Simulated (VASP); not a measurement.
A convergence study with VASP on SrTiO3 (cubic perovskite): a few settings are varied, all else stays as given below, so the limit is that of these other settings.

```
CELL_PARAMETERS angstrom
      3.90500     0.00000     0.00000
      0.00000     3.90500     0.00000
      0.00000     0.00000     3.90500
ATOMIC_POSITIONS crystal
  Sr 0.00000 0.00000 0.00000
  Ti 0.50000 0.50000 0.50000
  O  0.50000 0.00000 0.50000
  O  0.00000 0.50000 0.50000
  O  0.50000 0.50000 0.00000
```

These are PBE GGA, VASP's PBE PAW potentials (set 64) (plane waves; VASP) values and carry that method's errors. The last row used: 700 eV cut-off, 12×12×12 Γ-centred mesh, second-order Methfessel-Paxton smearing of 0.40 eV, potentials Sr_sv Ti_sv O.

Gaps are read on the run's mesh, which can miss a band edge.

```tsv
setting	E (eV/atom)	pressure (GPa)	gap on the mesh (eV)	irreducible k-points
ISMEAR = -1, SIGMA = 0.01, 3×3×3 mesh	-7.9977	5.07	2.092	4
ISMEAR = -1, SIGMA = 0.1, 3×3×3 mesh	-7.9977	5.07	2.092	4
ISMEAR = 0, SIGMA = 0.01, 3×3×3 mesh	-7.9977	5.07	2.092	4
ISMEAR = 0, SIGMA = 0.2, 3×3×3 mesh	-7.9977	5.07	2.092	4
ISMEAR = 1, SIGMA = 0.05, 3×3×3 mesh	-7.9976	5.08	2.093	4
ISMEAR = 1, SIGMA = 0.2, 3×3×3 mesh	-7.9971	5.06	2.093	4
ISMEAR = 2, SIGMA = 0.05, 3×3×3 mesh	-7.9977	5.07	2.092	4
ISMEAR = 2, SIGMA = 0.2, 3×3×3 mesh	-7.9971	5.08	2.092	4
ISMEAR = -1, SIGMA = 0.01, 6×6×6 mesh	-8.0186	4.75	1.857	20
ISMEAR = -1, SIGMA = 0.2, 6×6×6 mesh	-8.0182	4.76	1.861	20
ISMEAR = 0, SIGMA = 0.01, 6×6×6 mesh	-8.0186	4.75	1.857	20
ISMEAR = 0, SIGMA = 0.4, 6×6×6 mesh	-8.0186	4.75	1.857	20
ISMEAR = 1, SIGMA = 0.05, 6×6×6 mesh	-8.0186	4.75	1.857	20
ISMEAR = 1, SIGMA = 0.4, 6×6×6 mesh	-8.0184	4.71	1.859	20
ISMEAR = 2, SIGMA = 0.05, 6×6×6 mesh	-8.0186	4.75	1.857	20
ISMEAR = 2, SIGMA = 0.4, 6×6×6 mesh	-8.0187	4.71	1.858	20
ISMEAR = -1, SIGMA = 0.05, 12×12×12 mesh	-8.0188	4.75	1.858	84
ISMEAR = -1, SIGMA = 0.2, 12×12×12 mesh	-8.0183	4.76	1.862	84
ISMEAR = 0, SIGMA = 0.1, 12×12×12 mesh	-8.0188	4.75	1.858	84
ISMEAR = 0, SIGMA = 0.4, 12×12×12 mesh	-8.0187	4.75	1.858	84
ISMEAR = 1, SIGMA = 0.1, 12×12×12 mesh	-8.0188	4.74	1.858	84
ISMEAR = 1, SIGMA = 0.4, 12×12×12 mesh	-8.0184	4.72	1.860	84
ISMEAR = 2, SIGMA = 0.1, 12×12×12 mesh	-8.0188	4.74	1.858	84
ISMEAR = 2, SIGMA = 0.4, 12×12×12 mesh	-8.0183	4.73	1.858	84
```

Left out are rungs that failed or repeat a setting and relaxations that didn't move; long series are thinned to 24 rows.

The compound is SrTiO3 in the cubic perovskite structure, the ideal cubic form; the compound distorts at low or room temperature. The cell was not relaxed at this level.
